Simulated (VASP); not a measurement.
Data:

```xyz
2
Lattice="2.6806 0.0000 0.0000 -1.3403 2.3215 0.0000 0.0000 0.0000 4.3365" Properties=species:S:1:pos:R:3 pbc="T T T"
Rh     0.0000     1.5477     1.0841
Rh     1.3403     0.7738     3.2523
```

All values below come from PBEsol GGA with spin-orbit coupling, VASP's PBE PAW potentials (set 64) (plane waves; VASP). Run with 400 eV cut-off, 14×14×8 Γ-centred mesh, Gaussian smearing of 0.050 eV, potentials Rh_pv.

Problem. Give the energies of bands 23 to 36 at the high-symmetry points, in eV from the Fermi level.

Solution. 
```csv
band,Γ,M,K,A,L,H
23,-2.81,-2.32,-3.37,-3.40,-1.76,-3.21
24,-2.81,-2.32,-3.37,-3.40,-1.76,-3.21
25,-2.46,-2.29,-1.89,-3.14,-0.36,-2.07
26,-2.46,-2.29,-1.89,-3.14,-0.36,-2.07
27,-2.05,0.43,-0.19,-3.14,-0.36,-1.82
28,-2.05,0.43,-0.19,-3.14,-0.36,-1.82
29,-1.88,0.58,-0.03,-0.50,0.63,0.17
30,-1.88,0.58,-0.03,-0.50,0.63,0.17
31,0.03,0.81,0.18,-0.50,0.63,0.23
32,0.03,0.81,0.18,-0.50,0.63,0.23
33,0.23,3.06,6.30,-0.40,2.64,7.52
34,0.23,3.06,6.30,-0.40,2.64,7.52
35,0.61,5.19,6.57,-0.40,2.64,7.64
36,0.61,5.19,6.57,-0.40,2.64,7.64
```

It has no gap at this level: it comes out as a metal or semimetal.

The structure was generated: Rh was put into the hcp type (P6_3/mmc), which need not be its known phase. It was relaxed first.
